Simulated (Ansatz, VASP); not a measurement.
# Cross-check of SbAs2N between VASP and Ansatz, part 2 of 2

Aim: how closely do two programs agree when they are given the same cell, functional and k mesh? The cell is invented: As first built, before any earlier steps moved the atoms (in the runner's words): it takes the SbAs structure with some of its atoms replaced by other elements, volume scaled by an estimate. It may not be a known or stable phase. The cell is taken from a series of VASP runs on this material, whose earlier steps may have relaxed, scaled or displaced it; both programs get it as it stands.

VASP 6.6.1 and Ansatz 0.2.0.

So far: The structure; VASP: relaxation of cell and atoms, LDA.

**3. Ansatz: relaxation of cell and atoms, LDA**

Level of this step: Ansatz beside VASP: Kohn-Sham DFT, plane waves, LDA (Ansatz).

Ansatz runs on its default PAW (the set named soft_2) files.

The same cell, functional (in two slightly different forms), mesh and smearing now go to Ansatz, which takes its cutoff from its data sets.

Contents of input.yaml:

```yaml
crystal:
  lattice:
    - [4.3343076493, 0.0, -0.6495982218]
    - [0.0, 3.507109648, 0.0]
    - [-1.461372585, 0.0, 5.5230954682]
  atoms:
    - { symbol: Sb, position: [0.5588013981, 0.0, 0.7523771709] }
    - { symbol: As, position: [0.0646491091, 0.5, 0.6781237361] }
    - { symbol: As, position: [0.5684810826, 0.0, 0.2393998198] }
    - { symbol: "N", position: [0.8080604101, 0.5, 0.3301032732] }
hamiltonian:
  xc: lda
  pseudopotentials: { kind: paw }
kpoints:
  mp_grid: { grid: [7, 8, 5] }
scf:
  occupations: { method: fermi_dirac, width: 0.05 }
relax:
  f_tol: 0.01
  max_steps: 60
  cell: { stress_tol: 0.05 }
output:
  forces: true
  stress: true
  write_density: true
  write_potential: true
  elf: true
  volumetric_format: npy
```

On the command line:

```console
$ ansatz run input.yaml --threads 4 --pin off --max-ram 9216MiB --backend cpu --events-out ev --progress --plain --runs-dir out
```

Numbers of over 12 decimals in the logs are rounded to 6 here.

Log:

```text
Engine: ansatz 0.2.0, aarch64-unknown-linux-gnu
Pseudopotentials: kind: paw
Pseudopotential: Sb, paw, valence charge 15, recommended cutoff 420 eV (normal), Sb.paw.azcp
Pseudopotential: As, paw, valence charge 15, recommended cutoff 420 eV (normal), As.paw.azcp
Pseudopotential: N, paw, valence charge 5, recommended cutoff 420 eV (normal), N.paw.azcp
Functional definition: SPW92
  exchange = slater_x
  correlation = pw_c
Crystal: 4 atoms, lattice volume = 80.627 Å³
Basis set: ecut = 420 eV, 1561 PW (Γ)
Bands: 30, of which v1, the nominal top of the filled ones, is band 25 counted from 1 (24 counted from 0)
Symmetry: 2 space group operations
Space group: Pm (ITA 6), of the structure as read, at distance tolerance 4.3e-5 Å
k-points: 90 of 280 (time reversal used)
Non-local potential: Sb, projectors of the file, l = 0: 2, l = 1: 2, l = 2: 2, l = 3: 2
Non-local potential: As, projectors of the file, l = 0: 2, l = 1: 2, l = 2: 3, l = 3: 1
Non-local potential: N, projectors of the file, l = 0: 2, l = 1: 2, l = 2: 1
PAW form: soft (Blöchl's): semilocal exchange-correlation on the pseudo side does not see the compensation charge
PAW frozen core: Sb, regenerated for the run's functional, and the local potential with it (the file was generated under x = pbe(κ = 0.804, μ = 0.219515), c = pbe(β = 0.066725))
PAW frozen core: As, regenerated for the run's functional, and the local potential with it (the file was generated under x = pbe(κ = 0.804, μ = 0.219515), c = pbe(β = 0.066725))
PAW frozen core: N, regenerated for the run's functional, and the local potential with it (the file was generated under x = pbe(κ = 0.804, μ = 0.219515), c = pbe(β = 0.066725))
PAW one-centre angular grid: Sb, 590 points (default); XC on 64 Gauss nodes
PAW one-centre angular grid: As, 590 points (default); XC on 64 Gauss nodes
PAW one-centre angular grid: N, 110 points (default); XC on 64 Gauss nodes
Initial density: superposition of atomic densities (neutral atoms: chi_scale 0, normalization atom), corrected by the library's trained network
Initial wavefunctions: pseudopotential atomic-orbital guess
Functional: x = slater, c = lda
SCF iter   1: F=—  HF=-16255.018328 eV  |F-HF|=—  |Δ(HF+E_count)|=         —  Δρ=7.65e-3  dr2=3.39e-2  ethr=1.77e-3  ⟨swp⟩=6.2  Hψ=11598  notcnv=0
preconditioner: auto → LDOS  [metal: Δε(μ)=0.030 eV  Ē_g=9.645 eV  σ=0.050 eV  W_gap=0.15  n_scr=26 (ndim 8)  ℏωp=18.5 eV  f_vac=0.064  D(μ)=0.72/eV (n_scr^D=2)  β→1.0]
SCF iter   2: F=—  HF=-16255.007764 eV  |F-HF|=—  |Δ(HF+E_count)|=   1.06e-2  Δρ=2.54e-3  dr2=5.74e-3  ethr=6.79e-5  ⟨swp⟩=2.6  Hψ=5786  notcnv=0  defer=14
SCF iter   3: F=—  HF=-16255.005697 eV  |F-HF|=—  |Δ(HF+E_count)|=   2.07e-3  Δρ=7.71e-4  dr2=7.64e-4  ethr=1.15e-5  ⟨swp⟩=2.1  Hψ=5004  notcnv=0  defer=14
SCF iter   4: F=—  HF=-16255.005434 eV  |F-HF|=—  |Δ(HF+E_count)|=   2.63e-4  Δρ=1.85e-4  dr2=3.06e-5  ethr=1.53e-6  ⟨swp⟩=2.0  Hψ=4042  notcnv=0  defer=14
SCF iter   5: F=—  HF=-16255.005426 eV  |F-HF|=—  |Δ(HF+E_count)|=   8.03e-6  Δρ=3.93e-5  dr2=1.29e-6  ethr=6.13e-8  ⟨swp⟩=2.0  Hψ=4044  notcnv=0  defer=14
SCF iter   6: F=—  HF=-16255.005426 eV  |F-HF|=—  |Δ(HF+E_count)|=   1.06e-7  Δρ=1.16e-5  dr2=1.28e-7  ethr=2.57e-9  ⟨swp⟩=2.0  Hψ=3866  notcnv=0  defer=14
SCF iter   7: F=-16255.005426 eV  HF=-16255.005426 eV  |F-HF|=2.02e-9  |Δ(HF+E_count)|=   1.06e-8  Δρ=3.17e-6  dr2=8.40e-9  ethr=2.00e-10  ⟨swp⟩=8.2  Hψ=15784  notcnv=0
SCF 1 converged in 7 iterations: F = -16255.005426 eV  dr2 = 8.40e-9
  greatest PAW one-centre occupation: 1.000 electrons in one spin orbital (limit 2), on the As atom at site 2 (counted from 0), in its partial waves of l = 2
relax step   1: F+E_penalty+E_count = -16255.00542559 eV  Δ(F+E_penalty+E_count) = +0.000e0 eV  max|allowed force component| = 1.732e-1 eV/Å  Δτ_max = 0.0000 Å  P = +0.298 GPa  Ω = 80.627 Å³  (7 SCF iters, dr2 threshold 1.00e-7 eV, accepted)
[... from here on, the SCF cycles and remarks between the steps are left out ...]
relax step   2: F+E_penalty+E_count = -16255.02609023 eV  Δ(F+E_penalty+E_count) = -2.066e-2 eV  max|allowed force component| = 9.499e-2 eV/Å  Δτ_max = 0.0655 Å  P = -0.199 GPa  Ω = 80.982 Å³  energy of the carried Pulay correction = -4.044e-4 eV  (7 SCF iters, dr2 threshold 4.00e-7 eV, accepted)
relax step   3: F+E_penalty+E_count = -16255.03234819 eV  Δ(F+E_penalty+E_count) = -6.258e-3 eV  max|allowed force component| = 4.918e-2 eV/Å  Δτ_max = 0.0325 Å  P = +0.020 GPa  Ω = 80.134 Å³  energy of the carried Pulay correction = +5.640e-4 eV  (7 SCF iters, dr2 threshold 4.00e-7 eV, accepted)
relax step   4: F+E_penalty+E_count = -16255.03497045 eV  Δ(F+E_penalty+E_count) = -2.622e-3 eV  max|allowed force component| = 2.648e-2 eV/Å  Δτ_max = 0.0317 Å  P = -0.024 GPa  Ω = 79.676 Å³  energy of the carried Pulay correction = +1.092e-3 eV  (7 SCF iters, dr2 threshold 4.00e-7 eV, accepted)
relax step   5: F+E_penalty+E_count = -16255.03534695 eV  Δ(F+E_penalty+E_count) = -3.765e-4 eV  max|allowed force component| = 1.655e-2 eV/Å  Δτ_max = 0.0043 Å  P = -0.020 GPa  Ω = 79.734 Å³  energy of the carried Pulay correction = +1.025e-3 eV  (5 SCF iters, dr2 threshold 7.44e-8 eV, accepted)
relax step   6: F+E_penalty+E_count = -16255.03544876 eV  Δ(F+E_penalty+E_count) = -1.018e-4 eV  max|allowed force component| = 7.208e-3 eV/Å  Δτ_max = 0.0035 Å  P = +0.024 GPa  Ω = 79.716 Å³  energy of the carried Pulay correction = +1.046e-3 eV  (6 SCF iters, dr2 threshold 1.77e-8 eV, accepted)
relax step   7: F+E_penalty+E_count = -16255.03589496 eV  Δ(F+E_penalty+E_count) = -4.462e-4 eV  max|allowed force component| = 6.783e-3 eV/Å  Δτ_max = 0.0000 Å  P = +0.028 GPa  Ω = 79.716 Å³  stress off target by 1.24e-1 GPa  SCF on the basis re-selected at this cell (its energy is not comparable with the rows above)  (7 SCF iters)
relax step   8: F+E_penalty+E_count = -16255.03597912 eV  Δ(F+E_penalty+E_count) = -8.416e-5 eV  max|allowed force component| = 1.071e-2 eV/Å  Δτ_max = 0.0047 Å  P = +0.022 GPa  Ω = 79.693 Å³  energy of the carried Pulay correction = -4.956e-6 eV  (6 SCF iters, dr2 threshold 3.84e-8 eV, accepted)
relax step   9: F+E_penalty+E_count = -16255.03596581 eV  Δ(F+E_penalty+E_count) = +1.331e-5 eV  max|allowed force component| = 4.940e-3 eV/Å  Δτ_max = 0.0019 Å  P = -0.018 GPa  Ω = 79.725 Å³  energy of the carried Pulay correction = -3.877e-5 eV  (5 SCF iters, dr2 threshold 7.17e-9 eV, accepted)
relax step  10: F+E_penalty+E_count = -16255.03599391 eV  Δ(F+E_penalty+E_count) = -2.810e-5 eV  max|allowed force component| = 4.938e-3 eV/Å  Δτ_max = 0.0000 Å  P = -0.017 GPa  Ω = 79.725 Å³  stress off target by 2.70e-2 GPa  SCF on the basis re-selected at this cell (its energy is not comparable with the rows above)  (6 SCF iters)
basis re-selected at this cell: Δ(F+E_penalty+E_count) = -2.810e-5 eV, ΔP = +0.000 GPa vs the last step (what re-selecting the basis moved, of the pressure what is left beyond the Pulay correction that the steps carried, after the strain that the cell walked since its last selection, with what the two solves' SCF thresholds leave and, on support functions, any second-order correction that the steps lacked; it is no m [...]
SCF converged after 6 iterations
Free energy (F): -16255.035994 eV
Harris-Foulkes:  -16255.035994 eV  (|F-HF|=2.18e-11)
Internal energy: -16255.030415 eV  (E = F + TS)
E sigma→0 (E₀):  -16255.033205 eV
Entropy (-TS):   -0.005579 eV (-1.395 meV/atom)
Fermi energy:    9.871758 eV
--- Per-component energies (eV) ---
  E_band       = -657.234808
  E_kinetic    = 544.158183
  E_local      = -5440.396096  (includes V_loc(G=0)·N_el)
  E_nonlocal   = -915.277509
  E_hartree    = 2773.949898
  E_xc         = -355.102109
  E_vxc        = -332.194271  (∫ρ·V_xc dr)
  E_paw        = -8051.760909  (= ΣΔE_a)
  E_vpaw       = -61.425096  (= ΣTr[D̂ρ^β])
  E_aug_tail   = 0.000106  (compensation charges beyond the density's cutoff)
  E_ewald      = -4815.391306
  E_core_change = 4.789328  (= ΣΔE_core)
  E_smearing   = -0.005579  (= −TS)
  E_closure    = 0.000000  (closes the sum)
  Σ components = -16255.035994   (vs F -16255.035994, Δ=0.00e0)
--- Forces (eV/Å), atoms counted from 1 ---
  atom   1  Sb    -0.00024724     0.00000000     0.00275957
  atom   2  As    -0.00265820     0.00000000    -0.00264710
  atom   3  As     0.00493814     0.00000000    -0.00018282
  atom   4  N     -0.00203389     0.00000000     0.00006943
  max |Σ_I F_I| component: 1.20e-6 eV/Å
--- Stress (GPa, compression-positive) ---
       -0.015584       0.000000      -0.007711
        0.000000      -0.014062       0.000000
       -0.007711       0.000000      -0.021755
  P = ⅓ Tr σ = -0.0171 GPa (-0.171 kbar)
--- Band table (eV; the first three rows and the last of 90) ---
  k-point 0: bands = [... 21 lower, 5.9646, 7.4184, 8.8222, 8.8905, 9.5458, 13.2590, 13.6974, 13.9341, ... 1 higher]
  k-point 1: bands = [... 21 lower, 5.8814, 7.3994, 8.6948, 8.8435, 9.8283, 12.2205, 13.9847, 14.0550, ... 1 higher]
  k-point 2: bands = [... 21 lower, 5.9570, 7.3546, 8.4023, 9.1857, 10.1228, 10.8244, 13.6669, 14.4303, ... 1 higher]
  k-point 89: bands = [... 21 lower, 4.8143, 6.3995, 7.1460, 7.4355, 12.2543, 12.8983, 14.1494, 14.3417, ... 1 higher]
--- Relaxed structure (8 steps of the walk, 8 accepted, 2 SCFs on fresh bases) ---
  F+E_penalty+E_count = -16255.03599391 eV   max|allowed force component| = 4.938e-3 eV/Å   (the final SCF, on the basis selected at the relaxed cell)
  cell:  # Å, volume = 79.7249 Å³
    - [4.245233, 0.0, -0.800937]
    - [0.0, 3.538259, 0.0]
    - [-1.610925, 0.0, 5.611585]
  atoms:
    - { symbol: Sb, position: [0.583982, 0.0, 0.766889] }
    - { symbol: As, position: [0.087434, 0.5, 0.674014] }
    - { symbol: As, position: [0.538813, 0.0, 0.230897] }
    - { symbol: N, position: [0.789763, 0.5, 0.328204] }
```

Run time: 42 s. Hardware: 4 threads of Arm Neoverse V2, shared host; peak memory 0.51 GiB.

**4. Differences**

Known differences besides the potentials themselves: the two LDA forms differ slightly; both relaxations stop at a tolerance, which leaves soft axes loose, and VASP keeps its plane-wave basis; the data sets hold 50 valence electrons in Ansatz (default PAW (the set named soft_2) files) and 20 in VASP; the cutoff is 420 eV in Ansatz and 520 eV in VASP; VASP's log shows a relativistic correction to its local exchange, Ansatz's none; Ansatz adds a Pulay correction to the stress that steers its cell, VASP none. Total energies have different zeros and are not compared.

Both answers:

```
                                         quantity  Ansatz   VASP  difference
                                      volume (Å³)   79.72  79.87     -0.19 %
edge a after relaxation, in the typed setting (Å)   4.320  4.318     +0.05 %
edge b after relaxation, in the typed setting (Å)   3.538  3.545     -0.18 %
edge c after relaxation, in the typed setting (Å)   5.838  5.840     -0.03 %
```

The walks stopped with -0.02 GPa left in Ansatz and -0.01 GPa in VASP; each walk ends within a tolerance, so the volume difference is uncertain by about these residues over the bulk modulus, most in soft cells.

**5. Outcome**

```json
{
  "difference in volume (relaxation of cell and atoms, LDA)": "-0.19 %"
}
```

In words: The difference in volume is -0.19 % (relaxation of cell and atoms, LDA), within the 1.2 % picked in this series as the mark of a large difference, as far as the stopping tolerances let one tell. How closely two codes agree says nothing of how well the functional describes the real material.

[Lines on the potential files, build, host, timing and source positions are cut from VASP's logs without a mark.]

[Logs are printed without paths, hosts, clocks, repeated set-up lines and the standing remarks that a program may print on its own settings, such as how far it seeks lower states.]

[Hosts, paths, dates, database ids (printed as entryN), source tags and the programs' standing remarks are cut or masked in the printed files.]
